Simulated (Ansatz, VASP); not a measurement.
## One calculation of Ti3GaF6, two programs

```xyz
10
Lattice="0.0000 3.8486 3.8486 3.8486 0.0000 3.8486 3.8486 3.8486 0.0000" Properties=species:S:1:pos:R:3 pbc="T T T"
Ti    5.7729    5.7729    5.7729
Ti    1.9243    1.9243    1.9243
Ti    0.0000    0.0000    0.0000
Ga    3.8486    3.8486    3.8486
F     5.4149    3.8486    3.8486
F     3.8486    5.4149    3.8486
F     2.2822    3.8486    3.8486
F     3.8486    2.2822    3.8486
F     3.8486    3.8486    5.4149
F     3.8486    3.8486    2.2822
```

The cell was built by a generator and needn't be a form met in nature.

Alike in both runs: task single point; functional LDA; k mesh 4 × 4 × 4; no spin polarisation.

|  | VASP | Ansatz |
| --- | --- | --- |
| version | VASP 6.6.1 | Ansatz 0.2.0 |
| potentials or method | VASP PAW LDA potentials, release 64 (Ti_sv, Ga_d, F) | PAW plane waves |
| plane-wave cutoff (eV) | 520 | 420 |
| occupations | fermi-dirac, width 0.1 eV | fermi-dirac |
| valence electrons in the cell | 91 | 91 |

```csv
,VASP,Ansatz,Ansatz less VASP
gap on the k mesh at the Fermi level (eV),none,none,-
rms of the force components (eV/Å),6.266,5.929,-0.3373
```

Atom by atom the forces differ by 0.337 eV/Å (rms over components). A gap of «none» marks a metal or a gap that the smearing closes.

Caveats: an odd number of electrons without spin polarisation forces a metal; a magnetic or distorted state may lie lower; semilocal functionals often make such compounds metallic where correlation or magnetic order opens a gap, which also shifts bond lengths.
